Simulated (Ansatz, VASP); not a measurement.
# Cross-check of Na2MgMnP2O7F3 between VASP and Ansatz, part 2 of 3

Wanted: the spread between two codes on one cell, functional and k mesh. The cell is taken from a series of runs on this material, whose earlier steps may have relaxed, scaled, displaced or heated it; both programs get it as it stands. Valence electrons are named where the data sets of a main pair hold unlike numbers.

VASP 6.6.1 and Ansatz 0.2.0.

So far: The structure; Ansatz: single point, PBEsol.

## (3) VASP: single point, PBEsol

Level of this step: PBEsol, spin-polarised from a ferromagnetic start; plane waves and PAW (Mn_pv, P, Mg, Na_pv, F, O) (VASP).

The same cell, functional, mesh and smearing now go to VASP, with its own data sets.

Lines of VASP's logs that name or quote its potential files are left out, and so is its time.

The input, INCAR:

```
SYSTEM = Na2MgMnP2O7F3
PREC = Accurate
ENCUT = 520
EDIFF = 1E-06
NELM = 100
ISMEAR = -1
SIGMA = 0.02
LREAL = .FALSE.
ALGO = Normal
GGA = PS
NBANDS = 77
ISPIN = 2
MAGMOM = 3.13 0 0 0 0 0 0 0.03 0.04 -0.01 -0 0.08 0.01 0.01 0.01 0.01
LASPH = .TRUE.
LMAXMIX = 4
LORBIT = 11
LWAVE = .FALSE.
LCHARG = .FALSE.
KPAR = 4
ISIF = 2
```

The input, POSCAR:

```
Na2MgMnP2O7F3
1.0
    4.8325424116      0.0000000000      0.0000000000
   -1.4540691400      5.4221184018      0.0000000000
   -0.3802246942     -2.3615061507      8.1128866003
Mn P Mg Na F O
1 2 1 2 3 7
Direct
    0.5810640000      0.5055650000      0.1794460000
    0.1963980000      0.7317730000      0.4453020000
    0.9027960000      0.2032830000      0.8750020000
    0.3506820000      0.3520700000      0.6606760000
    0.2560720000      0.8558150000      0.9983890000
    0.8663800000      0.1111380000      0.3178040000
    0.7078370000      0.2535150000      0.7205450000
    0.7765750000      0.7703460000      0.0937810000
    0.3159430000      0.2184320000      0.2139420000
    0.1758930000      0.0103790000      0.5088830000
    0.9201320000      0.9352730000      0.8191960000
    0.8986740000      0.5437240000      0.3663890000
    0.3223080000      0.6324870000      0.5766050000
    0.4040310000      0.7487600000      0.3042410000
    0.7205820000      0.2548380000      0.0162070000
    0.1854980000      0.4127040000      0.8818790000
```

The input, KPOINTS:

```
Automatic mesh
0
Gamma
6 4 4
0 0 0
```

PAW data sets: Mn_pv, P, Mg, Na_pv, F and O (PBE family, release 64).

Launch:

```console
$ mpirun -np 4 vasp_std
```

Numbers of over 12 decimals in the logs are rounded to 6 here.

Output:

```text
[banner, memory and clock lines left out]
running    4 mpi-ranks, on    1 nodes
 distrk:  each k-point on    1 cores,    4 groups
 distr:  one band on    1 cores,    1 groups

 POSCAR found type information on POSCAR MnP MgNaF O
 POSCAR found :  6 types and      16 ions
|                                                                             |
|               ----> ADVICE to this user running VASP <----                  |
|                                                                             |
|     You enforced a specific xc type in the INCAR file but a different       |
|     [... a line on the potential file left out ...]
|     I HOPE YOU KNOW WHAT YOU ARE DOING!                                     |
|                                                                             |

 LDA part: xc-table for (Slater+PW92), standard interpolation
 POSCAR, INCAR and KPOINTS ok, starting setup
 FFT: planning ... GRIDC
 FFT: planning ... GRID_SOFT
 FFT: planning ... GRID
 WAVECAR not read
 entering main loop
       N       E                     dE             d eps       ncg     rms          rms(c)
DAV:   1     0.108720624626E+04    0.10872E+04   -0.50650E+04 16352   0.139E+03
DAV:   2     0.270434120848E+02   -0.10602E+04   -0.97331E+03 16752   0.385E+02
DAV:   3    -0.116177909864E+03   -0.14322E+03   -0.14002E+03 18243   0.157E+02
DAV:   4    -0.121217731529E+03   -0.50398E+01   -0.49862E+01 19580   0.318E+01
DAV:   5    -0.121327006410E+03   -0.10927E+00   -0.10902E+00 18896   0.498E+00    0.382E+01
DAV:   6    -0.106925053582E+03    0.14402E+02   -0.63933E+01 21035   0.476E+01    0.293E+01
DAV:   7    -0.106436273491E+03    0.48878E+00   -0.15937E+01 18264   0.413E+01    0.182E+01
DAV:   8    -0.106020835835E+03    0.41544E+00   -0.13255E+00 19648   0.699E+00    0.711E+00
DAV:   9    -0.105933859862E+03    0.86976E-01   -0.61042E-01 21467   0.715E+00    0.400E+00
DAV:  10    -0.105897784074E+03    0.36076E-01   -0.27262E-01 17959   0.413E+00    0.989E-01
DAV:  11    -0.105900941747E+03   -0.31577E-02   -0.36120E-02 18672   0.106E+00    0.453E-01
DAV:  12    -0.105902659978E+03   -0.17182E-02   -0.60792E-03 19451   0.383E-01    0.311E-01
DAV:  13    -0.105903219118E+03   -0.55914E-03   -0.90445E-04 19576   0.204E-01    0.131E-01
DAV:  14    -0.105903564643E+03   -0.34552E-03   -0.39526E-04 19171   0.123E-01    0.574E-02
DAV:  15    -0.105903615557E+03   -0.50914E-04   -0.88310E-05 20560   0.608E-02    0.210E-02
DAV:  16    -0.105903637277E+03   -0.21720E-04   -0.39030E-05 19179   0.346E-02    0.130E-02
DAV:  17    -0.105903639269E+03   -0.19923E-05   -0.79353E-06 20552   0.153E-02    0.102E-02
DAV:  18    -0.105903640001E+03   -0.73161E-06   -0.14259E-06 12379   0.942E-03
   1 F= -.10590364E+03 E0= -.10590364E+03  d E =-.455322E-11  mag=     4.0001
```

From OUTCAR (step 3):

```text
ion  position               nearest neighbor table
   1  0.581  0.506  0.179-   8 1.88   9 1.88  14 1.91  15 1.98  12 2.08
   2  0.196  0.732  0.445-  13 1.53  12 1.55  10 1.55  14 1.60
   3  0.903  0.203  0.875-  11 1.48  15 1.53  16 1.54   7 1.70   4 2.98
   4  0.351  0.352  0.661-  13 1.92  10 1.96   7 2.03  16 2.05   3 2.98
   5  0.256  0.856  0.998-   9 2.30  16 2.35  11 2.37
   6  0.866  0.111  0.318-   8 2.25  12 2.32
   7  0.708  0.254  0.721-   3 1.70   4 2.03
   8  0.777  0.770  0.094-   1 1.88   6 2.25
   9  0.316  0.218  0.214-   1 1.88   5 2.30
  10  0.176  0.010  0.509-   2 1.55   4 1.96
  11  0.920  0.935  0.819-   3 1.48   5 2.37
  12  0.899  0.544  0.366-   2 1.55   1 2.08   6 2.32
  13  0.322  0.632  0.577-   2 1.53   4 1.92
  14  0.404  0.749  0.304-   2 1.60   1 1.91
  15  0.721  0.255  0.016-   3 1.53   1 1.98
  16  0.185  0.413  0.882-   3 1.54   4 2.05   5 2.35

  LATTYP: Found a triclinic cell.
 ALAT       =    12.6999663729
 B/A-ratio  =     0.4420251946
 C/A-ratio  =     1.2953173472
 COS(alpha) =     0.0001748999
 COS(beta)  =     0.6780533900
 COS(gamma) =     0.7124319604

 Subroutine GETGRP returns: Found  1 space group operations
 (whereof  1 operations were pure point group operations)

The static configuration has the point symmetry C_1 .

 Found     52 irreducible k-points:

   k-points           NKPTS =     52   k-points in BZ     NKDIM =     52   number of bands    NBANDS=     77

   dimension x,y,z NGX =    36 NGY =   42 NGZ =   64
   dimension x,y,z NGXF=    72 NGYF=   84 NGZF=  128

   ENCUT  =  520.0 eV  38.22 Ry    6.18 a.u.   8.99 10.44 15.73*2*pi/ulx,y,z

   NELECT =     102.0000    total number of electrons

 k-points in reciprocal lattice and weights: Automatic mesh
   0.00000000  0.00000000  0.00000000       0.010
   0.16666667  0.00000000  0.00000000       0.021
   0.33333333  0.00000000  0.00000000       0.021
   0.50000000  0.00000000  0.00000000       0.010
   0.00000000  0.25000000 -0.00000000       0.021
   0.16666667  0.25000000  0.00000000       0.021
   0.33333333  0.25000000  0.00000000       0.021
   0.50000000  0.25000000 -0.00000000       0.021
  -0.33333333  0.25000000 -0.00000000       0.021
[...]
0.33333333  0.50000000  0.50000000       0.021
   0.50000000  0.50000000  0.50000000       0.010

 average (electrostatic) potential at core
       1 -73.4564       2 -87.8690       3 -88.6411       4 -38.6397       5 -46.0279
       6 -45.9448       7 -79.5854       8 -77.3455       9 -77.3622      10 -72.8377
      11 -72.6620      12 -72.8095      13 -72.6859      14 -73.3710      15 -73.8668
      16 -73.6397

 E-fermi :   1.8315

 spin component 1
 k-point     1 :       0.0000    0.0000    0.0000
  band No.  band energies     occupation
    ...
     49       0.0877      1.00000
     50       0.1603      1.00000
     51       0.2323      1.00000
     52       0.4347      1.00000
     53       1.2575      1.00000
     54       2.5100      0.00000
     55       4.8284      0.00000
     56       7.4345      0.00000
     57       7.9034      0.00000
     58       8.4555      0.00000
    ...

 k-point     2 :       0.1667    0.0000    0.0000
  band No.  band energies     occupation
    ...
     49       0.0303      1.00000
     50       0.1320      1.00000
     51       0.2455      1.00000
     52       0.5354      1.00000
     53       1.2702      1.00000
     54       2.5298      0.00000
     55       5.1665      0.00000
     56       7.5255      0.00000
     57       7.9576      0.00000
     58       8.5175      0.00000
    ...

 k-point     3 :       0.3333    0.0000    0.0000
  band No.  band energies     occupation
    ...
     49      -0.0308      1.00000
     50       0.0843      1.00000
     51       0.2333      1.00000
     52       0.6826      1.00000
     53       1.3140      1.00000
     54       2.5690      0.00000
     55       6.0132      0.00000
     56       7.6285      0.00000
     57       8.1563      0.00000
     58       8.5102      0.00000
    ...

 k-point     4 :       0.5000    0.0000    0.0000
  band No.  band energies     occupation
    ...
     49      -0.0644      1.00000
     50       0.0698      1.00000
     51       0.2224      1.00000
     52       0.7447      1.00000
     53       1.3427      1.00000
     54       2.5883      0.00000
     55       6.9470      0.00000
     56       7.1382      0.00000
     57       8.2070      0.00000
     58       8.4412      0.00000
    ...

 k-point     5 :       0.0000    0.2500   -0.0000
  band No.  band energies     occupation
    ...
     49       0.0020      1.00000
     50       0.1247      1.00000
     51       0.2911      1.00000
     52       0.4329      1.00000
     53       1.2459      1.00000
     54       2.5316      0.00000
     55       5.3997      0.00000
     56       7.5129      0.00000
     57       7.9503      0.00000
     58       8.2956      0.00000
    ...

 k-point     6 :       0.1667    0.2500    0.0000
  band No.  band energies     occupation
    ...
     49       0.0191      1.00000
     50       0.1438      1.00000
     51       0.2523      1.00000
     52       0.5598      1.00000
     53       1.2602      1.00000
     54       2.5446      0.00000
     55       5.8610      0.00000
     56       7.6094      0.00000
     57       8.0852      0.00000
     58       8.1782      0.00000
    ...

  Total       -4.2656568     -5.5051417     -4.0926189      0.1087269     -0.0297812      0.7447979
  in kB      -32.1496622    -41.4914876    -30.8455000      0.8194595     -0.2244569      5.6134381
  external PRESSURE =     -34.8288832 kB  Pullay stress =       0.0000000 kB

  energy-cutoff  :      520.00
  volume of cell :      212.58
      direct lattice vectors                 reciprocal lattice vectors
     4.832542412  0.000000000  0.000000000     0.206930414  0.055493279  0.025851190
    -1.454069140  5.422118402  0.000000000     0.000000000  0.184429761  0.053683977
    -0.380224694 -2.361506151  8.112886600     0.000000000  0.000000000  0.123260690

 POSITION                                       TOTAL-FORCE (eV/Angst)
 -----------------------------------------------------------------------------------
      2.00466      2.31747      1.45583        -0.059989      0.134301      0.072436
     -0.28426      2.91618      3.61268         0.069661      0.077914      0.023650
      3.73452     -0.96410      7.09879         0.006847      0.150986     -0.068587
      0.93155      0.34877      5.35999        -0.014328     -0.029015      0.031181
     -0.38655      2.28263      8.09982        -0.052971     -0.020494      0.025316
      3.90438     -0.14789      2.57831        -0.002173     -0.012306     -0.012310
      2.77805     -0.32698      5.84570         0.028317     -0.075519      0.137907
      2.59704      3.95544      0.76083        -0.142301     -0.556659      0.290236
      1.12785      0.67914      1.73569         0.274670      0.545039     -0.066930
      0.64143     -1.14545      4.12851         0.077415     -0.045978     -0.001889
      2.77515      3.13662      6.64604        -0.046691      0.056083      0.036719
      3.41296      2.08291      2.97247        -0.152949      0.048383     -0.207912
      0.41865      2.06776      4.67793        -0.061946     -0.019608     -0.113074
      0.74807      3.34140      2.46827         0.395361     -0.398433     -0.289059
      3.10553      1.34349      0.13149        -0.232734      0.227485      0.278327
     -0.03899      0.15517      7.15458        -0.086188     -0.082180     -0.136011
 -----------------------------------------------------------------------------------
    total drift:                               -0.000797     -0.001167     -0.000529

  FREE ENERGIE OF THE ION-ELECTRON SYSTEM (eV)
  ---------------------------------------------------
  free  energy   TOTEN  =      -105.9036400007 eV

  energy  without entropy=     -105.9036400007  energy(sigma->0) =     -105.90364000

 total charge
# of ion       s       p       d       tot
------------------------------------------
    1        0.277   6.311   4.846  11.433
    2        0.905   1.486   0.000   2.390
    3        0.921   1.491   0.000   2.412
    4        0.131   0.149   0.065   0.345
    5        0.036   5.980   0.000   6.016
    6        0.041   5.985   0.000   6.027
    7        1.738   4.391   0.000   6.130
    8        1.736   4.337   0.000   6.073
    9        1.735   4.338   0.000   6.073
   10        1.551   3.599   0.000   5.150
   11        1.580   3.534   0.000   5.114
   12        1.557   3.569   0.000   5.126
   13        1.553   3.601   0.000   5.155
   14        1.558   3.538   0.000   5.096
   15        1.557   3.582   0.000   5.139
   16        1.561   3.572   0.000   5.133
--------------------------------------------------
tot         18.437  59.465   4.910  82.812

 magnetization (x)
# of ion       s       p       d       tot
------------------------------------------
    1        0.027   0.031   3.558   3.616
    2        0.003   0.007   0.000   0.010
    3        0.001   0.003   0.000   0.004
    4        0.000   0.000   0.000   0.000
    5        0.000   0.000   0.000   0.000
    6        0.000   0.000   0.000   0.001
    7        0.000   0.002   0.000   0.002
    8        0.001   0.030   0.000   0.030
    9        0.001   0.033   0.000   0.033
   10       -0.000  -0.009   0.000  -0.009
   11       -0.000  -0.006   0.000  -0.006
   12        0.009   0.075   0.000   0.084
   13        0.001   0.012   0.000   0.012
   14        0.001   0.009   0.000   0.010
   15       -0.000   0.006   0.000   0.006
   16        0.002   0.009   0.000   0.010
--------------------------------------------------
tot          0.046   0.201   3.558   3.804

[... 6 further parts left out ...]
```

The cell holds one magnetic atom, so no antiferromagnetic order fits into it. The PAW data sets were made with PBE, which is usual practice but a small mismatch for other functionals.

## (4) Comparison

Known differences besides the potentials themselves: VASP starts from the moments at which Ansatz ended; the data sets hold 116 valence electrons in Ansatz (on its default PAW (the set named soft_2) files) and 102 in VASP; the cutoff is 420 eV in Ansatz and 520 eV in VASP; Ansatz makes its cores anew for this functional, VASP keeps those of its PBE data sets; site moments are counted in spheres of each program's own size. Total energies have different zeros and are not compared.

The two programs side by side:

```tsv
quantity	Ansatz	VASP	difference
pressure (GPa)	-3.46	-3.48	+0.02
gap on the k mesh (eV)	1.113	1.064	+0.048
total moment (μB)	4.00	4.00	0.00
moment on Mn1 (μB)	3.13	3.62	-0.48
moment on O12 (μB)	0.08	0.08	-0.01
```

Forces on 7 of the 16 atoms, those with the largest forces and the largest differences (eV/Å; atoms numbered as in POSCAR):

```tsv
atom	Ansatz x, y, z	VASP x, y, z
P3	0.002, 0.169, -0.128	0.007, 0.151, -0.069
F7	0.091, -0.108, 0.177	0.028, -0.076, 0.138
F8	-0.178, -0.641, 0.339	-0.142, -0.557, 0.290
F9	0.327, 0.626, -0.086	0.275, 0.545, -0.067
O12	-0.148, 0.045, -0.202	-0.153, 0.048, -0.208
O14	0.412, -0.418, -0.303	0.395, -0.398, -0.289
O15	-0.238, 0.220, 0.294	-0.233, 0.227, 0.278
```

The forces differ by 30 meV/Å r.m.s., which is 16.3 % of the r.m.s. force of 0.183 eV/Å (both taken over all components). A gap on the mesh is an upper bound, since the band edges may lie between its points.

## (5) Ansatz: single point, PBE, DFT+U

A single point gives forces, pressure and levels at one fixed geometry, so differences don't come from the geometry; what else differs is listed under the comparison.

The cell is taken from a series of runs on this material, whose earlier steps may have relaxed, scaled, displaced or heated it; both programs get it as it stands.

The input, input.yaml:

```yaml
crystal:
  lattice:
    - [4.8325424116, 0.0, 0.0]
    - [-1.45406914, 5.4221184018, 0.0]
    - [-0.3802246942, -2.3615061507, 8.1128866003]
  atoms:
    - { symbol: Mn, position: [0.581064, 0.505565, 0.179446], spin: 4.0 }
    - { symbol: P, position: [0.196398, 0.731773, 0.445302] }
    - { symbol: P, position: [0.902796, 0.203283, 0.875002] }
    - { symbol: Mg, position: [0.350682, 0.35207, 0.660676] }
    - { symbol: Na, position: [0.256072, 0.855815, 0.998389] }
    - { symbol: Na, position: [0.86638, 0.111138, 0.317804] }
    - { symbol: F, position: [0.707837, 0.253515, 0.720545] }
    - { symbol: F, position: [0.776575, 0.770346, 0.093781] }
    - { symbol: F, position: [0.315943, 0.218432, 0.213942] }
    - { symbol: O, position: [0.175893, 0.010379, 0.508883] }
    - { symbol: O, position: [0.920132, 0.935273, 0.819196] }
    - { symbol: O, position: [0.898674, 0.543724, 0.366389] }
    - { symbol: O, position: [0.322308, 0.632487, 0.576605] }
    - { symbol: O, position: [0.404031, 0.74876, 0.304241] }
    - { symbol: O, position: [0.720582, 0.254838, 0.016207] }
    - { symbol: O, position: [0.185498, 0.412704, 0.881879] }
magnetization:
  spin_polarized: true
kpoints:
  mp_grid: { grid: [6, 4, 4] }
  band_path:
    path:
      - [[0.0, 0.0, 0.0], [-0.5, 0.0, 0.0]]
      - [[0.0, 0.0, -0.5], [0.0, 0.0, 0.0], [0.0, -0.5, 0.0]]
      - [[0.5, -0.5, 0.5], [0.0, 0.0, 0.0], [0.0, -0.5, 0.5]]
      - [[0.5, -0.5, 0.0], [0.0, 0.0, 0.0], [-0.5, 0.0, 0.5]]
    npoints: 8
scf:
  occupations: { method: fermi_dirac, width: 0.02 }
  n_extra_bands: 36
hamiltonian:
  xc: pbe
  pseudopotentials: { kind: paw }
  hubbard: [{ species: Mn, l: d, u_eff: 3.9 }]
output:
  forces: true
  stress: true
  dos:
    projected: true
    de: 0.05
    e_range: [-30, 12]
    nscf_kmesh: { grid: [8, 8, 6] }
  fatbands: true
```

Launch:

```console
$ ansatz run input.yaml --threads 4 --pin off --max-ram 8192MiB --backend cpu --events-out ev --progress --plain --runs-dir out
```

Output:

```text
Mn: projections on atomic orbitals take those of the free atom [Ne] 3s2 3p6 3d5 4s2, of charge +0.00 (hamiltonian.pseudopotentials.projection_atoms); the dataset's partial waves leave at most 9.0e-7 of an orbital's norm unspanned inside its sphere
[...]
k-point 1 ↑: bands = [... 54 lower, 2.1293, 2.2035, 2.6411, 2.8386, 2.9291, 3.2557, 5.0540, 7.8803, ... 32 higher]
  k-point 2 ↑: bands = [... 54 lower, 2.0618, 2.2096, 2.6073, 2.8073, 2.9356, 3.2616, 5.0559, 8.3008, ... 32 higher]
  k-point 51 ↓: bands = [... 54 lower, 2.8345, 2.9564, 7.2711, 7.3939, 7.5214, 7.6320, 7.8155, 10.0817, ... 32 higher]
Occupation matrices written to <dir>
[key lines of the parts left out:]
SCF converged after 17 iterations
Magnetization: 4.0000 μB (60.0000 up, 56.0000 down)
Free energy (F): -16714.303212 eV
Fermi energy:    4.224417 eV
P = ⅓ Tr σ = 0.0740 GPa (0.740 kbar)
```

[end of part 2 of 3]

[Lines on the potential files, build, host, timing and source positions are cut from VASP's logs without a mark.]

[Logs are printed without paths, hosts, clocks, repeated set-up lines and the standing remarks that a program may print on its own settings, such as how far it seeks lower states.]

[Hosts, paths, dates, database ids (printed as entryN), source tags and the programs' standing remarks are cut or masked in the printed files.]
